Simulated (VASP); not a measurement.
OSZICAR of a VASP run on Zn4SSe3 (ordered alloy cell):

**OSZICAR**
```
       N       E                     dE             d eps       ncg     rms          rms(c)
DAV:   1     0.509178740571E+03    0.50918E+03   -0.28833E+04  2838   0.164E+03
DAV:   2     0.338783573625E+02   -0.47530E+03   -0.46329E+03  2870   0.385E+02
DAV:   3    -0.268578257275E+02   -0.60736E+02   -0.60165E+02  3165   0.136E+02
DAV:   4    -0.291338408771E+02   -0.22760E+01   -0.22683E+01  3352   0.261E+01
DAV:   5    -0.291616470662E+02   -0.27806E-01   -0.27786E-01  3312   0.296E+00    0.112E+01
DAV:   6    -0.278339713312E+02    0.13277E+01   -0.37186E+00  3948   0.427E+01    0.853E+00
DAV:   7    -0.278534566181E+02   -0.19485E-01   -0.27864E+00  3027   0.720E+00    0.348E+00
DAV:   8    -0.278329057568E+02    0.20551E-01   -0.11756E-01  3584   0.452E+00    0.116E+00
DAV:   9    -0.278321660521E+02    0.73970E-03   -0.32775E-02  3585   0.242E+00    0.319E-01
DAV:  10    -0.278321609696E+02    0.50825E-05   -0.20482E-03  3803   0.719E-01    0.230E-01
DAV:  11    -0.278322350405E+02   -0.74071E-04   -0.80901E-04  3593   0.169E-01    0.909E-02
DAV:  12    -0.278322922322E+02   -0.57192E-04   -0.14904E-04  3147   0.115E-01    0.374E-02
DAV:  13    -0.278323065092E+02   -0.14277E-04   -0.24167E-05  3534   0.133E-01    0.212E-02
DAV:  14    -0.278323061929E+02    0.31628E-06   -0.16714E-05  3478   0.365E-02    0.615E-03
DAV:  15    -0.278323062855E+02   -0.92568E-07   -0.31251E-06  3862   0.233E-02    0.314E-03
DAV:  16    -0.278323063860E+02   -0.10047E-06   -0.38887E-07  2798   0.639E-03    0.271E-03
DAV:  17    -0.278323064500E+02   -0.63969E-07   -0.17087E-07  2078   0.698E-03
   1 F= -.27832306E+02 E0= -.27832306E+02  d E =0.000000E+00
```

Task: Which electronic solver shows in the log?

Result: It is blocked Davidson (ALGO = Normal, or the opening steps of other solvers). The INCAR had ALGO = Normal.

Task: Can the final energy be trusted as converged?

Result: Self-consistency was reached. It stopped with EDIFF = 1E-7, NELM = 100 (PBEsol GGA, plane waves, VASP's PBE PAW potentials (set 64)).

The structure was generated: Zn4SSe3 was put into an ordered model structure (Amm2), which need not be its known phase. It was relaxed first.
